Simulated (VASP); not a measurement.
Calculation: LDA (Ceperley-Alder, Perdew-Zunger), VASP's LDA PAW potentials (set 64) (plane waves; VASP).

VASP ran on this input.

**KPOINTS**
```
Regular mesh
0
G
  4 4 4
```

### INCAR
```
# general
SYSTEM =KZnF3
PREC   =Accurate
ENCUT  =400
LREAL  =F
LASPH  =T

# electronic loop
EDIFF  =1E-6
NELM   =100
ALGO   =Normal
LMAXMIX=4

# smearing
ISMEAR =-1
SIGMA  =0.05

# ions
ISIF   =2

# output
LWAVE  =F
LCHARG =F
```

**POSCAR**
```
KZnF3
1
    4.0500000000     0.0000000000     0.0000000000
    0.0000000000     4.0500000000     0.0000000000
    0.0000000000     0.0000000000     4.0500000000
K Zn F
1 1 3
Direct
  0.0000000000   0.0000000000   0.0000000000
  0.5000000000   0.5000000000   0.5000000000
  0.5000000000   0.0000000000   0.5000000000
  0.0000000000   0.5000000000   0.5000000000
  0.5000000000   0.5000000000   0.0000000000
```

POTCAR, in this order: K_sv Zn F (LDA.64 set). Program: vasp_std.

At this cut-off the stress carries a Pulay error, which pulls relaxed volumes low.

**Question.** Estimate the energy per atom (σ→0), pressure.

**Answer.** 
| Quantity | Result |
|---|---|
| energy per atom (σ→0) | -446.0 kJ/mol-atom |
| pressure | -12.60 GPa |

**OSZICAR**
```
...
DAV:   9    -0.231182158871E+02    0.27699E-01   -0.73166E-02   774   0.748E+00    0.702E-01
DAV:  10    -0.231118116327E+02    0.64043E-02   -0.78834E-02   734   0.718E+00    0.223E-01
DAV:  11    -0.231117547351E+02    0.56898E-04   -0.10775E-02   639   0.112E+00    0.689E-02
DAV:  12    -0.231118584429E+02   -0.10371E-03   -0.40433E-04   663   0.274E-01    0.844E-02
DAV:  13    -0.231117668509E+02    0.91592E-04   -0.56691E-04   595   0.877E-01    0.407E-02
DAV:  14    -0.231117553672E+02    0.11484E-04   -0.19501E-04   663   0.170E-01    0.906E-03
DAV:  15    -0.231117552827E+02    0.84412E-07   -0.56373E-06   595   0.560E-02
   1 F= -.23111755E+02 E0= -.23111755E+02  d E =-.267050E-10
```

The structure is a typed KZnF3 crystal. The cell was not relaxed at this level.
